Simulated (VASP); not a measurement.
MgS:

```
Mg S
1.0
     0.00000    2.59034    2.59034
     2.59034    0.00000    2.59034
     2.59034    2.59034    0.00000
Mg S
1 1
Direct
  0.00000 0.00000 0.00000
  0.50000 0.50000 0.50000
```

The cell was built by a generator and needn't be a form met in nature.

Program: VASP 6.6.1. Alike in all runs: potentials or basis VASP PAW PBE potentials, release 64 (Mg, S); no spin polarisation; cell as given; cutoff (eV) 520; smearing gaussian 0.02 eV. Hardware: 4 MPI ranks on AMD EPYC 9R45 96-Core Processor (Zen 5), with other jobs on the host.

Question: Order these runs on this cell by their wall time, lowest first.
A. task band structure; level HSE06; k mesh 8 × 8 × 8; grid for exact exchange (PRECFOCK) Fast; screening parameter 0.2 1/A
B. task electrostatic potential; level r2SCAN+rVV10; k mesh 10 × 10 × 10
C. task electrostatic potential; level HSE06; k mesh 8 × 8 × 8; grid for exact exchange (PRECFOCK) Fast; screening parameter 0.2 1/A

Answer: B (38 s), C (140 s), A (690 s).

Runs at the PBE level aren't shown here.
